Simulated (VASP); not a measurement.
**Cu2Se (space group Imm2): computed properties**

Method: PBEsol GGA, VASP's PBE PAW potentials (set 64) (plane waves; VASP).

| Item | Result |
|---|---|
| space group | Imm2 (44) |
| cell | a = 3.932 Å, b = 6.388 Å, c = 3.873 Å, α = β = γ = 90.00° |
| volume per atom | 16.21 Å³/atom |
| band gap (over mesh and band path) | none (metal, semimetal or under 0.01 eV) |
| density | 7.04 g/cm³ |

Space group Imm2 (No. 44); a = 3.932 Å, b = 6.388 Å, c = 3.873 Å, α = β = γ = 90.00°

| atom | site | symmetry | x | y | z |
|---|---|---|---|---|---|
| Cu | 4d | m.. | 0.0000 | 0.2948 | 0.3887 |
| Se | 2a | mm2 | 0.0000 | 0.0000 | 0.0267 |
(The calculation used a cell of 3 atoms; values per cell refer to that cell.)

The structure comes from a computed database's Cu2Se entry (Imm2); how it stands against other phases isn't given here. It was relaxed first, which changed the volume by -6 %. Symmetry was kept, so distortions that lower it aren't found.
